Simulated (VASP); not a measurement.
Input:

```
CELL_PARAMETERS angstrom
      4.04820     0.00000     0.00000
      0.00000     4.04820     0.00000
      0.00000     0.00000     5.04667
ATOMIC_POSITIONS crystal
  Pb 0.50000 0.00000 0.76396
  Pb 0.00000 0.50000 0.23604
  O  0.50000 0.50000 0.00000
  O  0.00000 0.00000 0.00000
```

These are optB88-vdW, VASP's PBE PAW potentials (set 64) (plane waves; VASP) values and carry that method's errors. Run with 520 eV cut-off, Gaussian smearing of 0.050 eV, potentials Pb_d O.

Unless said otherwise, spin-orbit coupling is left out, though it shifts the bands of the heavy elements here.

Question: Estimate the band gap (along the path) with the smallest direct gap where there is one.

Answer: 
The band gap (along the path) is 1.37 eV and the smallest direct gap (along the path) comes out as 2.20 eV.

Only differences to runs with the same potentials and settings are physical.

The compound is PbO in the litharge structure. It was relaxed first.
